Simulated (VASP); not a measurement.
VASP ran on this input.

**POSCAR**
```
NaF
1
    0.0000000000     2.2858950000     2.2858950000
    2.2858950000     0.0000000000     2.2858950000
    2.2858950000     2.2858950000     0.0000000000
Na F
1 1
Direct
 -0.0009370000  -0.0013100000  -0.0037460000
  0.5009370000   0.5013100000   0.5037460000
```

### INCAR
```
AEXX  =  0.25
ALGO  =  Normal
EDIFF  =  1E-6
ENCUT  =  400
GGA  =  PE
HFSCREEN  =  0.2
ISIF  =  2
ISMEAR  =  0
ISYM  =  3
LASPH  =  .TRUE.
LCHARG  =  .FALSE.
LHFCALC  =  .TRUE.
LREAL  =  .FALSE.
LWAVE  =  .FALSE.
NELM  =  100
PREC  =  Accurate
PRECFOCK  =  Fast
SIGMA  =  0.01
SYSTEM  =  NaF
```

**KPOINTS**
```
Automatic mesh
0
G
 4 4 4
0 0 0
```

POTCAR, in this order: Na_pv F (PBE.64 set). Program: vasp_std.

### Question
Write an equivalent input for Quantum ESPRESSO's pw.x.

### Answer
One equivalent input (not run):
```
&CONTROL
  calculation = 'scf'
  pseudo_dir = './pseudo'
  outdir = './out'
  tprnfor = .true.
  tstress = .false.
/
&SYSTEM
  ibrav = 0
  nat = 2
  ntyp = 2
  ecutwfc = 88
  occupations = 'smearing'
  smearing = 'gaussian'
  degauss = 0.000735
  input_dft = 'hse'
  nqx1 = 4
  nqx2 = 4
  nqx3 = 4
  screening_parameter = 0.1058
/
&ELECTRONS
  conv_thr = 7.3e-08
  electron_maxstep = 100
/
ATOMIC_SPECIES
  Na 22.990 Na.upf
  F 18.998 F.upf
CELL_PARAMETERS angstrom
     0.0000000    2.2858950    2.2858950
     2.2858950    0.0000000    2.2858950
     2.2858950    2.2858950    0.0000000
ATOMIC_POSITIONS crystal
  Na  -0.0009370 -0.0013100 -0.0037460
  F    0.5009370  0.5013100  0.5037460
K_POINTS automatic
  4 4 4 0 0 0
```
The two are equivalent in intent, not identical: the potentials are each code's own (VASP's PAW set, PseudoDojo norm-conserving files in pw.x), so ENCUT and ecutwfc are chosen apart and not converted; conv_thr bounds pw.x's estimated SCF error, while EDIFF bounds the energy change between steps.

The structure comes from a computed database's NaF entry; how it stands against other phases isn't given here. The cell was not relaxed at this level, atoms are displaced from their ideal sites. The k-mesh is coarse (spacing up to 0.60 per Å, 2π included), so the numbers may not be converged in it. The run is one of a series of settings (AEXX = 0.25, HFSCREEN = 0.2, ISYM = 3, LHFCALC = .TRUE., PRECFOCK = Fast, KPOINTS 4×4×4 Γ-centred mesh against the base run), some of them coarse on purpose.
